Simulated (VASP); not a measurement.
Given:

```yaml
crystal:
  lattice:
    - [0.00000, 2.19928, 2.19928]
    - [2.19928, 0.00000, 2.19928]
    - [2.19928, 2.19928, 0.00000]
  atoms:
    - { symbol: Si, position: [0.00000, 0.00000, 0.00000] }
    - { symbol: C, position: [0.25000, 0.25000, 0.25000] }
```

All values below come from RPBE GGA, VASP's PBE PAW potentials (set 64) (plane waves; VASP). Numerical set-up: 520 eV cut-off, 10×10×10 Γ-centred mesh, Gaussian smearing of 0.050 eV, potentials Si C.

Question: The job: SiC (zinc blende), 2 atoms, RPBE, static run, 520 eV, 10×10×10 Γ-centred mesh. Roughly how much core time does it take on a busy server core?

Answer: About 20 core-seconds (one run on a shared machine, a rough figure). It had 47 irreducible k-points, 8 bands, up to 589 plane waves and 14 electronic steps.

The compound is SiC in the zinc blende structure. It was relaxed first.
